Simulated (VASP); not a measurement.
Consider the following.

```xyz
4
Lattice="2.3112 -4.0031 0.0000 2.3112 4.0031 0.0000 0.0000 0.0000 7.5565" Properties=species:S:1:pos:R:3 pbc="T T T"
Ag     2.3112    -1.3344     3.7789
Ag     2.3112     1.3344     0.0006
I      2.3112    -1.3344     6.6113
I      2.3112     1.3344     2.8331
```

These are rev-vdW-DF2, VASP's PBE PAW potentials (set 64) (plane waves; VASP) values and carry that method's errors. Numerical set-up: 520 eV cut-off, 6×6×4 Γ-centred mesh, tetrahedra with Blöchl corrections, potentials Ag I.

The cores are frozen, which limits the accuracy of field gradients.

Task: Give the principal components of the electric field gradient (V/Å²) and the asymmetry η at each nucleus.

Result: 
| atom | Vxx | Vyy | Vzz | η |
|---|---|---|---|---|
| Ag1 | -0.1 | -0.1 | 0.1 | - |
| Ag2 | -0.1 | -0.1 | 0.1 | - |
| I3 | -2.0 | -2.0 | 4.0 | 0.00 |
| I4 | -2.0 | -2.0 | 4.0 | 0.00 |

The compound is AgI in the wurtzite structure. It was relaxed first.
